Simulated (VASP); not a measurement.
Computed with PBEsol GGA, VASP's PBE PAW potentials (set 64) (plane waves; VASP).

VASP input:

### POSCAR
```
SiC
1
    0.0000000000     2.1592900000     2.1592900000
    2.1592900000     0.0000000000     2.1592900000
    2.1592900000     2.1592900000     0.0000000000
Si C
1 1
Direct
  0.0000000000   0.0000000000   0.0000000000
  0.2500000000   0.2500000000   0.2500000000
```

KPOINTS:
```
Automatic mesh
0
Gamma
9 9 9
0 0 0
```

**INCAR**
```
# general
SYSTEM = SiC
PREC   = Accurate
ENCUT  = 520
LREAL  = .False.
LASPH  = .True.

# electronic loop
EDIFF  = 1E-6
NELM   = 100
ALGO   = Normal

# smearing
ISMEAR = 0
SIGMA  = 0.05

# functional
GGA    = PS

# ions
IBRION = 2
NSW    = 60
ISIF   = 3
EDIFFG = -0.01

# output
LWAVE  = .False.
LCHARG = .False.
```

POTCAR, in this order: Si C (PBE.64 set). Program: vasp_std.

Energy and stress use the plane-wave basis of the starting cell.

Problem. Predict the energy per atom (σ→0), volume per atom.

Solution. 
```json
{
  "energy per atom (σ→0)": "-767.8 kJ/mol of atoms",
  "volume_per_atom": "10.36 Å³/atom"
}
```

File OSZICAR:
```
...
       N       E                     dE             d eps       ncg     rms          rms(c)
DAV:   1    -0.159204349494E+02   -0.19293E-01   -0.26508E-01   600   0.450E+00    0.567E-01
DAV:   2    -0.159157020846E+02    0.47329E-02   -0.11948E-02   664   0.719E-01    0.275E-01
DAV:   3    -0.159147034752E+02    0.99861E-03   -0.16247E-03   688   0.286E-01    0.701E-02
DAV:   4    -0.159145433150E+02    0.16016E-03   -0.24077E-04   616   0.940E-02    0.333E-02
DAV:   5    -0.159145412212E+02    0.20938E-05   -0.59996E-06   808   0.201E-02    0.192E-02
DAV:   6    -0.159145418943E+02   -0.67313E-06   -0.36083E-07   280   0.501E-03
   3 F= -.15914542E+02 E0= -.15914542E+02  d E =-.114274E-01
```

The structure was generated: SiC was put into the zinc blende type (F-43m), which need not be its known phase. This run relaxes it. Symmetry was kept, so distortions that lower it aren't found.
